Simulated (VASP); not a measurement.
VASP runs on CuI (space group F-43m) share one base input (PBE GGA, plane waves, VASP's PBE PAW potentials (set 64)) and change the settings named in each case.

POSCAR:
```
CuI
6.050
  0.0000000000   0.5000000000   0.5000000000
  0.5000000000   0.0000000000   0.5000000000
  0.5000000000   0.5000000000   0.0000000000
Cu I
1 1
Cartesian
  0.0000000000   0.0000000000   0.0000000000
  0.2500000000   0.2500000000   0.2500000000
```

**INCAR**
```
! general
SYSTEM =CuI
PREC   =Accurate
ENCUT  =300   ! plane-wave cut-off (eV)
LREAL  =.FALSE.   ! projection in real space or not
LASPH  =.TRUE.

! electronic loop
EDIFF  =1E-6   ! SCF stop (eV)
NELM   =100
ALGO   =Normal   ! blocked Davidson
LMAXMIX=4   ! l cut-off of mixed one-centre charges

! smearing
ISMEAR =-1
SIGMA  =0.01

! functional
GGA    =PE

! ions
ISIF   =2

! output
LWAVE  =.FALSE.
LCHARG =.FALSE.
```

**KPOINTS**
```
kpoints
0
gamma
  5 5 5
0 0 0
```

POTCAR, in this order: Cu I (PBE.64 set). Program: vasp_std.

| change | E(σ→0) (eV/atom) | pressure (GPa) |
|---|---|---|
| base run | -2.7762 | 0.12 |
| GGA removed, POTCAR Cu I (LDA.64 set) | -3.4595 | (withheld) |
| GGA_COMPAT = .FALSE., LNONCOLLINEAR = .TRUE., LSORBIT = .TRUE., MAGMOM = 0.0 0.0 0.0 0.0 0.0 0.0, program vasp_ncl | -2.8413 | (withheld) |
| KPOINTS 2×2×2 Γ-centred mesh | -2.3305 | 4.74 |
| LDAU = .TRUE., LDAUJ = 0 0, LDAUL = 2 -1, LDAUTYPE = 2, LDAUU = 6.0 0 | -1.9869 | 1.27 |

Fill in the missing entries.

- GGA removed, POTCAR Cu I (LDA.64 set), pressure (GPa): -4.44
- GGA_COMPAT = .FALSE., LNONCOLLINEAR = .TRUE., LSORBIT = .TRUE., MAGMOM = 0.0 0.0 0.0 0.0 0.0 0.0, program vasp_ncl, pressure (GPa): 0.21

Energies of different potentials or functionals have different zeros.  Unless said otherwise, spin-orbit coupling is left out, though it shifts the bands of the heavy elements here. At 300 eV the pressure can carry a Pulay error.

Left out are runs that ran out of time, are held back, or changed the cell or the kind of run, fixed moments of cells without a moment, rows past the twelfth, gaps on odd meshes, pressures of charged cells and columns that move by less than the noise.

The structure is a typed CuI crystal (F-43m). The cell was not relaxed at this level.
